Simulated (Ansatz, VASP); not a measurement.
**Cross-check of TiTe2 between VASP and Ansatz**

Aim: how closely do two programs agree when they are given the same cell, functional and k mesh? Of the first pair: The cell is taken from a series of runs on this material, whose earlier steps may have relaxed, scaled, displaced or heated it; both programs get it as it stands.

Main program and level: Ansatz 0.2.0; plane waves, with VASP 6.6.1 beside it; relaxation of cell and atoms at PBE and single point at PBE.

### 1. Starting point

Symmetry: P-3m1, No. 164, trigonal system. Conventional cell: a = 3.764 Å, b = 3.764 Å, c = 6.991 Å, α = 90.00°, β = 90.00°, γ = 120.00°. Nearest to Ti lie 6 Te at 2.78 Å. Nearest to Te lie 3 Ti at 2.78 Å. Farther neighbours and most contacts between anions are not listed.

Coordinates:

```cif
data_structure
_symmetry_space_group_name_H-M 'P 1'
_symmetry_Int_Tables_number 1
_cell_length_a 3.7636
_cell_length_b 3.7636
_cell_length_c 6.9912
_cell_angle_alpha 90.000
_cell_angle_beta 90.000
_cell_angle_gamma 120.000
_cell_volume 85.76
loop_
_atom_site_label
_atom_site_type_symbol
_atom_site_fract_x
_atom_site_fract_y
_atom_site_fract_z
_atom_site_occupancy
Ti1 Ti 0.00000 0.00000 0.00000 1
Te2 Te 0.66667 0.33333 0.24816 1
Te3 Te 0.33333 0.66667 0.75184 1
```

### 2. Ansatz: relaxation of cell and atoms, PBE

Ansatz runs on its PAW soft_1 files.

The relaxed volume is the usual yardstick between codes: in a stiff, nearly cubic crystal its relative difference is about their pressure difference at one cell divided by the bulk modulus.

Input file input.yaml:

```yaml
crystal:
  lattice:
    - [3.7636451067, 0.0, 0.0]
    - [-1.8818225533, 3.2594122732, 0.0]
    - [0.0, 0.0, 6.9912077717]
  atoms:
    - { symbol: Ti, position: [0.0, 0.0, 0.0] }
    - { symbol: Te, position: [0.6666666667, 0.3333333333, 0.2481635736] }
    - { symbol: Te, position: [0.3333333333, 0.6666666667, 0.7518364264] }
kpoints:
  mp_grid: { grid: [15, 15, 8] }
hamiltonian:
  xc: pbe
  pseudopotentials: { kind: paw, azcp: { folder: soft_1 } }
scf:
  occupations: { method: methfessel_paxton, width: 0.2 }
output:
  forces: true
  stress: true
  eigenvalues: true
relax:
  adjacent_minimum: "off"
  f_tol: 0.001
  max_steps: 60
  cell: { stress_tol: 0.01 }
```

Command:

```sh
> ansatz run input.yaml --threads 4 --pin off --max-ram 15360MiB --backend cpu --events-out ev --progress --plain --runs-dir out
```

Numbers of over 12 decimals in the logs are rounded to 6 here.

Output:

```text
Engine: ansatz 0.2.0, aarch64-unknown-linux-gnu
Pseudopotentials: kind: paw
Pseudopotential: Ti, paw, valence charge 12, recommended cutoff 420 eV (normal), soft_1/Ti.paw.azcp
Pseudopotential: Te, paw, valence charge 16, recommended cutoff 420 eV (normal), soft_1/Te.paw.azcp
Functional definition: PBE
  parameter kappa = 0.804
  parameter beta = 0.066725
  exchange = pbe_x(kappa = kappa, mu = beta*pi^2/3)
  correlation = pbe_c(beta = beta)
Crystal: 3 atoms, lattice volume = 85.763 Å³
Basis set: ecut = 420 eV, 1691 PW (Γ), exchange–correlation on 54×54×96 points (8 copies of the dense FFT grid, shifted against one another)
Bands: 27, of which v1, the nominal top of the filled ones, is band 22 counted from 1 (21 counted from 0)
Symmetry: 12 space group operations
Space group: P-3m1 (ITA 164), of the structure as read, at distance tolerance 4.4e-5 Å
k-points: 192 of 1800
Non-local potential: Ti, projectors of the file, l = 0: 3, l = 1: 2, l = 2: 3, l = 3: 1
Non-local potential: Te, projectors of the file, l = 0: 2, l = 1: 2, l = 2: 2, l = 3: 1
PAW form: soft (Blöchl's): semilocal exchange-correlation on the pseudo side does not see the compensation charge
PAW one-centre angular grid: Ti, 590 points (default); XC on 64 Gauss nodes
PAW one-centre angular grid: Te, 590 points (default); XC on 64 Gauss nodes
Initial density: superposition of atomic densities (chi_scale 0.1, normalization cell, long waves kept (reshape's long-wave potential 0.08 eV rms))
Initial wavefunctions: pseudopotential atomic-orbital guess
Functional: x = pbe(κ = 0.804, μ = 0.219515), c = pbe(β = 0.066725)
SCF iter   1: F=—  HF=-16464.932604 eV  |F-HF|=—  |Δ(HF+E_count)|=         —  Δρ=1.32e-1  dr2=4.45e1  ethr=3.10e-3  ⟨swp⟩=5.8  Hψ=21902  notcnv=0
preconditioner: auto → LDOS  [metal: Δε(μ)=0.021 eV  Ē_g=5.453 eV  σ=0.200 eV  W_gap=0.09  n_scr=22 (ndim 8)  ℏωp=16.0 eV  f_vac=0.018  D(μ)=3.46/eV (n_scr^D=36)  β→1.0]
SCF iter   2: F=—  HF=-16462.132604 eV  |F-HF|=—  |Δ(HF+E_count)|=    2.80e0  S|Δr|=    0.00e0  Δρ=4.53e-2  dr2=2.84e0  ethr=3.10e-3  ⟨swp⟩=3.8  Hψ=12255  notcnv=0  defer=9
SCF iter   3: F=—  HF=-16461.987323 eV  |F-HF|=—  |Δ(HF+E_count)|=   1.45e-1  S|Δr|=    0.00e0  Δρ=1.81e-2  dr2=9.08e-1  ethr=3.10e-3  ⟨swp⟩=2.2  Hψ=8387  notcnv=0  defer=2
SCF iter   4: F=—  HF=-16461.890884 eV  |F-HF|=—  |Δ(HF+E_count)|=   9.64e-2  S|Δr|=    0.00e0  Δρ=8.25e-3  dr2=9.18e-2  ethr=2.06e-3  ⟨swp⟩=1.9  Hψ=7199  notcnv=0  defer=3
SCF iter   5: F=—  HF=-16461.881122 eV  |F-HF|=—  |Δ(HF+E_count)|=   9.76e-3  S|Δr|=    0.00e0  Δρ=3.28e-3  dr2=1.81e-2  ethr=2.09e-4  ⟨swp⟩=1.5  Hψ=5698  notcnv=0  defer=3
SCF iter   6: F=—  HF=-16461.879768 eV  |F-HF|=—  |Δ(HF+E_count)|=   1.35e-3  S|Δr|=    0.00e0  Δρ=4.01e-4  dr2=1.15e-4  ethr=4.12e-5  ⟨swp⟩=1.3  Hψ=5322  notcnv=0  defer=3
[...]
SCF iter   2: F=—  HF=-16461.879805 eV  |F-HF|=—  |Δ(HF+E_count)|=   1.28e-5  S|Δr|=    0.00e0  Δρ=2.14e-6  dr2=3.26e-9  ethr=2.21e-12  ⟨swp⟩=4.0  Hψ=14506  notcnv=0
SCF iter   3: F=—  HF=-16461.879805 eV  |F-HF|=—  |Δ(HF+E_count)|=   2.23e-9  S|Δr|=    0.00e0  Δρ=8.99e-7  dr2=4.45e-10  ethr=2.21e-12  ⟨swp⟩=2.0  Hψ=9222  notcnv=0
SCF iter   4: F=—  HF=-16461.879805 eV  |F-HF|=—  |Δ(HF+E_count)|=  1.96e-10  S|Δr|=    0.00e0  Δρ=5.64e-7  dr2=2.09e-10  ethr=1.01e-12  ⟨swp⟩=2.1  Hψ=9225  notcnv=0
SCF iter   5: F=—  HF=-16461.879805 eV  |F-HF|=—  |Δ(HF+E_count)|=  1.38e-10  S|Δr|=    0.00e0  Δρ=1.13e-7  dr2=9.74e-12  ethr=1.00e-12  ⟨swp⟩=2.0  Hψ=8517  notcnv=0
SCF iter   6: F=—  HF=-16461.879805 eV  |F-HF|=—  |Δ(HF+E_count)|=    0.00e0  S|Δr|=    0.00e0  Δρ=6.93e-8  dr2=2.94e-12  ethr=1.00e-12  ⟨swp⟩=1.0  Hψ=5184  notcnv=0
SCF iter   7: F=-16461.879805 eV  HF=-16461.879805 eV  |F-HF|=3.64e-12  |Δ(HF+E_count)|=  3.64e-12  S|Δr|=    0.00e0  Δρ=6.01e-9  dr2=2.43e-14  ethr=1.00e-12  ⟨swp⟩=5.9  Hψ=21108  notcnv=0
SCF 4 converged in 7 iterations: F = -16461.879805 eV  dr2 = 2.43e-14
relax step   4: F+E_penalty+E_count = -16461.87980544 eV  Δ(F+E_penalty+E_count) = +7.924e-6 eV  max|allowed force component| = 9.109e-4 eV/Å  Δτ_max = 0.0000 Å  P = +0.004 GPa  Ω = 85.712 Å³  stress off target by 5.78e-3 GPa  SCF on the basis re-selected at this cell (its energy is not comparable with the rows above)  (7 SCF iters)
basis re-selected at this cell: Δ(F+E_penalty+E_count) = +7.924e-6 eV, ΔP = +0.000 GPa vs the last step (what re-selecting the basis moved, of the pressure what is left beyond the Pulay correction that the steps carried, after the strain that the cell walked since its last selection, with what the two solves' SCF thresholds leave and, on support functions, any second-order correction that the steps lacked; it is no m [...]
SCF converged after 7 iterations
Stability not checked: this state was not tested for a lower state beside it, because cold or Methfessel-Paxton smearing, or corrected tetrahedra, fill the levels in a way that the test cannot read (fill_not_monotonic; see scf.lower_state_search)
Free energy (F): -16461.879805 eV
Harris-Foulkes:  -16461.879805 eV  (|F-HF|=3.64e-12)
Internal energy: -16461.880496 eV  (E = F + TS)
E sigma→0 (E₀):  -16461.879978 eV
Entropy (-TS):   0.000691 eV (0.230 meV/atom)
Fermi energy:    9.271474 eV
--- Per-component energies (eV) ---
  E_band       = -710.518413
  E_kinetic    = 623.366707
  E_local      = -4624.461367  (includes V_loc(G=0)·N_el)
  E_nonlocal   = 193.191988
  E_hartree    = 2206.550592
  E_xc         = -360.408785
  E_vxc        = -348.467235  (∫ρ·V_xc dr)
  E_paw        = -10385.574292  (= ΣΔE_a)
  E_vpaw       = -967.249798  (= ΣTr[D̂ρ^β])
  E_aug_tail   = 0.000104  (compensation charges beyond the density's cutoff)
  E_ewald      = -4114.545443
  E_smearing   = 0.000691  (= −TS)
  E_closure    = -0.000000  (closes the sum)
  Σ components = -16461.879805   (vs F -16461.879805, Δ=0.00e0)
--- Forces (eV/Å), atoms counted from 1 ---
  atom   1  Ti    -0.00000000     0.00000000     0.00000000
  atom   2  Te     0.00000000    -0.00000000     0.00091087
  atom   3  Te    -0.00000000     0.00000000    -0.00091087
  max |Σ_I F_I| component: 3.47e-18 eV/Å
--- Stress (GPa, compression-positive) ---
        0.005775      -0.000000      -0.000000
        0.000000       0.005775      -0.000000
       -0.000000      -0.000000       0.001333
  P = ⅓ Tr σ = 0.0043 GPa (0.043 kbar)
--- Band table (eV; the first three rows and the last of 192) ---
  k-point 0: bands = [... 18 lower, 7.7168, 9.1267, 9.5542, 9.6609, 9.6609, 10.3777, 10.3777, 12.4536, ... 1 higher]
  k-point 1: bands = [... 18 lower, 7.7209, 8.6901, 9.6603, 9.6603, 9.7827, 10.3558, 10.3558, 12.4840, ... 1 higher]
  k-point 2: bands = [... 18 lower, 7.7308, 7.9706, 9.6588, 9.6588, 9.9770, 10.3048, 10.3048, 12.5563, ... 1 higher]
  k-point 191: bands = [... 18 lower, 5.5076, 6.2932, 7.4361, 7.4361, 10.2828, 10.2917, 10.2917, 12.0064, ... 1 higher]
--- Relaxed structure (3 steps of the walk, 3 accepted, 1 SCFs on fresh bases) ---
  F+E_penalty+E_count = -16461.87980544 eV   max|allowed force component| = 9.109e-4 eV/Å   (the final SCF, on the basis selected at the relaxed cell)
  cell:  # Å, volume = 85.7121 Å³
    - [3.763052, -2.886305026773831e-11, 0]
    - [-1.881526, 3.258899, 0]
    - [0, 0, 6.989254]
  atoms:
    - { symbol: Ti, position: [0, 0, 0] }
    - { symbol: Te, position: [0.666667, 0.333333, 0.248249] }
    - { symbol: Te, position: [0.333333, 0.666667, 0.751751] }
```

### 3. VASP: relaxation of cell and atoms, PBE

The same cell, functional, mesh and smearing now go to VASP, with its own data sets.

Lines of VASP's logs that name or quote its potential files are left out, and so is its time.

Input file INCAR:

```
SYSTEM = TiTe2
PREC = Accurate
ENCUT = 500
EDIFF = 1E-07
NELM = 120
ISMEAR = 1
SIGMA = 0.2
LREAL = .FALSE.
ALGO = Normal
GGA = PE
NBANDS = 18
LASPH = .TRUE.
LORBIT = 11
LWAVE = .FALSE.
LCHARG = .FALSE.
ISIF = 3
IBRION = 2
NSW = 80
EDIFFG = -0.005
GGA_COMPAT = .FALSE.
NELMIN = 4
KPAR = 2
```

Input file POSCAR:

```
TiTe2
1.0
    3.7636450000      0.0000000000      0.0000000000
   -1.8818230000      3.2594120000      0.0000000000
    0.0000000000      0.0000000000      6.9912080000
Ti Te
1 2
Direct
    0.0000000000      0.0000000000      0.0000000000
    0.6666668949      0.3333334356      0.2481635506
    0.3333335242      0.6666668712      0.7518364494
```

Input file KPOINTS:

```
Automatic mesh
0
Gamma
15 15 8
0 0 0
```

Potentials, in the order of the species: Ti_sv and Te (PBE family, release 64).

Command:

```sh
> mpirun -np 2 vasp_std
```

Output:

```text
[banner, memory and clock lines left out]
running    2 mpi-ranks, on    1 nodes
 distrk:  each k-point on    1 cores,    2 groups
 distr:  one band on    1 cores,    1 groups

 POSCAR found type information on POSCAR TiTe
 POSCAR found :  2 types and       3 ions
 LDA part: xc-table for (Slater+PW92), standard interpolation
 POSCAR, INCAR and KPOINTS ok, starting setup
 FFT: planning ... GRIDC
 FFT: planning ... GRID_SOFT
 FFT: planning ... GRID
 WAVECAR not read
 entering main loop
       N       E                     dE             d eps       ncg     rms          rms(c)
DAV:   1     0.173205605338E+03    0.17321E+03   -0.10540E+04  6912   0.119E+03
DAV:   2    -0.274041130159E+01   -0.17595E+03   -0.17218E+03  7492   0.298E+02
DAV:   3    -0.180440117406E+02   -0.15304E+02   -0.14964E+02 11014   0.836E+01
DAV:   4    -0.185347532473E+02   -0.49074E+00   -0.48946E+00  8978   0.141E+01
DAV:   5    -0.185544026293E+02   -0.19649E-01   -0.19641E-01 10606   0.259E+00    0.120E+01
DAV:   6    -0.187578477386E+02   -0.20345E+00   -0.41054E+01  7834   0.400E+01    0.154E+01
DAV:   7    -0.164974580506E+02    0.22604E+01   -0.35040E+01  8870   0.348E+01    0.561E+00
DAV:   8    -0.162279435139E+02    0.26951E+00   -0.14324E+00  7942   0.838E+00    0.193E+00
DAV:   9    -0.162493135707E+02   -0.21370E-01   -0.48242E-01  9468   0.447E+00    0.187E+00
DAV:  10    -0.162254479267E+02    0.23866E-01   -0.45330E-01  8412   0.465E+00    0.940E-01
DAV:  11    -0.162178560733E+02    0.75919E-02   -0.50574E-02  8126   0.167E+00    0.434E-01
DAV:  12    -0.162181792435E+02   -0.32317E-03   -0.29923E-03  8062   0.417E-01    0.300E-01
DAV:  13    -0.162179095238E+02    0.26972E-03   -0.94440E-04  8664   0.211E-01    0.913E-02
DAV:  14    -0.162179051559E+02    0.43679E-05   -0.39348E-05  8208   0.427E-02    0.472E-02
DAV:  15    -0.162178946312E+02    0.10525E-04   -0.20361E-05  9450   0.314E-02    0.319E-02
DAV:  16    -0.162178905041E+02    0.41271E-05   -0.23214E-05  8954   0.312E-02    0.385E-03
DAV:  17    -0.162178906813E+02   -0.17714E-06   -0.62095E-07  7802   0.549E-03    0.230E-03
DAV:  18    -0.162178908160E+02   -0.13472E-06   -0.33434E-08  4464   0.129E-03    0.187E-03
DAV:  19    -0.162178908858E+02   -0.69843E-07   -0.53343E-09  4230   0.622E-04
   1 F= -.16217891E+02 E0= -.16218120E+02  d E =-.162179E+02
[...]
2 F= -.16217904E+02 E0= -.16218132E+02  d E =-.133145E-04
[...]
3 F= -.16217913E+02 E0= -.16218140E+02  d E =-.221461E-04
 curvature:  -1.57 expect dE=-0.299E-04 dE for cont linesearch -0.192E-06
 trial: gam= 1.30594 g(F)=  0.825E-05 g(S)=  0.109E-04 ort =-0.139E-05 (trialstep = 0.530E+00)
 search vector abs. value=  0.423E-04
 bond charge predicted
       N       E                     dE             d eps       ncg     rms          rms(c)
DAV:   1    -0.162179196924E+02   -0.67553E-05   -0.26305E-04  7114   0.832E-02    0.832E-03
DAV:   2    -0.162179208192E+02   -0.11268E-05   -0.23189E-05  7930   0.332E-02    0.861E-03
DAV:   3    -0.162179196577E+02    0.11615E-05   -0.74418E-06  8184   0.179E-02    0.291E-03
DAV:   4    -0.162179195101E+02    0.14767E-06   -0.23010E-07  6046   0.350E-03    0.218E-03
DAV:   5    -0.162179193329E+02    0.17718E-06   -0.55976E-08  4146   0.158E-03    0.555E-04
DAV:   6    -0.162179193148E+02    0.18077E-07   -0.17359E-08  3968   0.116E-03
   4 F= -.16217919E+02 E0= -.16218146E+02  d E =-.628289E-05
 trial-energy change:   -0.000006  1 .order   -0.000007   -0.000009   -0.000004
 step:   0.9915(harm=  0.9915)  dis= 0.00100  next Energy=   -16.217922 (dE=-0.858E-05)
 reached required accuracy - stopping structural energy minimisation
```

Parts of OUTCAR (step 3):

```text
ion  position               nearest neighbor table
   1  0.000  0.000  0.000-   3 2.78   2 2.78   2 2.78   3 2.78   3 2.78   2 2.78
   2  0.667  0.333  0.248-   1 2.78   1 2.78   1 2.78
   3  0.333  0.667  0.752-   1 2.78   1 2.78   1 2.78

  LATTYP: Found a hexagonal cell.
 ALAT       =     3.7636450000
 C/A-ratio  =     1.8575630805

 Subroutine GETGRP returns: Found 12 space group operations
 (whereof 12 operations were pure point group operations)

The static configuration has the point symmetry D_3d.

 Found    192 irreducible k-points:

   k-points           NKPTS =    192   k-points in BZ     NKDIM =    192   number of bands    NBANDS=     18

   dimension x,y,z NGX =    28 NGY =   28 NGZ =   54
   dimension x,y,z NGXF=    56 NGYF=   56 NGZF=  108

   ENCUT  =  500.0 eV  36.75 Ry    6.06 a.u.   6.86  6.86 12.75*2*pi/ulx,y,z

   NELECT =      24.0000    total number of electrons

 k-points in reciprocal lattice and weights: Automatic mesh
   0.00000000  0.00000000  0.00000000       0.001
   0.06666667  0.00000000  0.00000000       0.003
   0.13333333  0.00000000  0.00000000       0.003
   0.20000000  0.00000000  0.00000000       0.003
   0.26666667  0.00000000  0.00000000       0.003
   0.33333333  0.00000000  0.00000000       0.003
   0.40000000  0.00000000  0.00000000       0.003
   0.46666667  0.00000000  0.00000000       0.003
   0.06666667  0.06666667  0.00000000       0.003
[...]
0.33333333  0.26666667  0.50000000       0.007
   0.33333333  0.33333333  0.50000000       0.001

 average (electrostatic) potential at core
       1 -75.5431       2 -88.0407       3 -88.0407

 E-fermi :   6.0773

 k-point     1 :       0.0000    0.0000    0.0000
  band No.  band energies     occupation
    ...
      6      -4.9894      2.00000
      7       1.1939      2.00000
      8       4.5271      2.00000
      9       4.5271      2.00000
     10       5.9327      1.93547
     11       6.3560     -0.06403
     12       6.4658     -0.01919
     13       6.4658     -0.01919
     14       7.1935     -0.00000
     15       7.1935     -0.00000
    ...

 k-point     2 :       0.0667    0.0000    0.0000
  band No.  band energies     occupation
    ...
      6      -4.9598      2.00000
      7       1.2534      2.00000
      8       4.3698      2.00000
      9       4.5342      2.00000
     10       5.9652      1.80304
     11       6.1635      0.34063
     12       6.3104     -0.06974
     13       6.3833     -0.05261
     14       7.1245     -0.00000
     15       7.2893     -0.00000
    ...

 k-point     3 :       0.1333    0.0000    0.0000
  band No.  band energies     occupation
    ...
      8       3.9970      2.00000
      9       4.5495      2.00000
     10       5.3487      2.00000
     11       6.0009      1.59755
     12       6.0089      1.54313
     13       6.3420     -0.06830
     14       7.0908     -0.00000
     15       7.4107     -0.00000
     16       8.6643     -0.00000
     17       9.1300     -0.00000
    ...

  Total        0.0132070      0.0132070     -0.0091522     -0.0000000      0.0000000     -0.0000000
  in kB        0.2471429      0.2471429     -0.1712665     -0.0000000      0.0000000     -0.0000000
  external PRESSURE =       0.1076731 kB  Pullay stress =       0.0000000 kB

  energy-cutoff  :      500.00
  volume of cell :       85.62
      direct lattice vectors                 reciprocal lattice vectors
     3.760569097  0.000000000 -0.000000000     0.265917199  0.153527416  0.000000000
    -1.880285048  3.256748190 -0.000000000    -0.000000000  0.307054750  0.000000000
    -0.000000000 -0.000000000  6.990813003     0.000000000  0.000000000  0.143044879

 POSITION                                       TOTAL-FORCE (eV/Angst)
 -----------------------------------------------------------------------------------
      3.76057      0.00000     -0.00000        -0.000000     -0.000000      0.000000
      1.88029      1.08558      1.73674        -0.000000     -0.000000      0.004705
      0.00000      2.17117      5.25407         0.000000      0.000000     -0.004705
 -----------------------------------------------------------------------------------
    total drift:                               -0.000271     -0.000271     -0.000000

  FREE ENERGIE OF THE ION-ELECTRON SYSTEM (eV)
  ---------------------------------------------------
  free  energy   TOTEN  =       -16.2179193148 eV

  energy  without entropy=      -16.2185990009  energy(sigma->0) =      -16.21814588

 reached required accuracy - stopping structural energy minimisation

 total charge
# of ion       s       p       d       tot
------------------------------------------
    1        2.167   6.120   1.856  10.143
    2        1.384   1.993   0.035   3.412
    3        1.384   1.993   0.035   3.412
--------------------------------------------------
tot          4.935  10.107   1.926  16.967

[... 3 further parts left out ...]
```

CONTCAR:

```
TiTe2
   1.00000000000000
     3.7605690974008854    0.0000000004719812   -0.0000000000000000
    -1.8802850478830615    3.2567481904170426   -0.0000000000000000
    -0.0000000000000000   -0.0000000000000000    6.9908130028096291
  Ti              Te
     1     2
Direct
     1.0000000000000000    0.0000000000000000    0.0000000000000000
     0.6666668948999970    0.3333334355999966    0.2484317475506330
     0.3333335242000004    0.6666668712000003    0.7515682524493670
```

This run has no spin polarisation, so a moment on Ti, if there is one, isn't seen.

### 4. Differences

Known differences besides the potentials themselves: the data sets hold 44 valence electrons in Ansatz (on its PAW soft_1 files) and 24 in VASP; the cutoff is 420 eV in Ansatz and 500 eV in VASP; Ansatz adds a Pulay correction to the stress that steers its cell, VASP none. Total energies have different zeros and are not compared.

Compared:

```csv
quantity,Ansatz,VASP,difference
volume (Å³),85.71,85.62,+0.11 %
"edge a after relaxation, in the typed setting (Å)",3.763,3.761,+0.07 %
"edge c after relaxation, in the typed setting (Å)",6.989,6.991,-0.02 %
```

(Continued in part 2 of 2.)

[Lines on the potential files, build, host, timing and source positions are cut from VASP's logs without a mark.]

[Logs are printed without paths, hosts, clocks, repeated set-up lines and the standing remarks that a program may print on its own settings, such as how far it seeks lower states.]

[Hosts, paths, dates, database ids (printed as entryN), source tags and the programs' standing remarks are cut or masked in the printed files.]
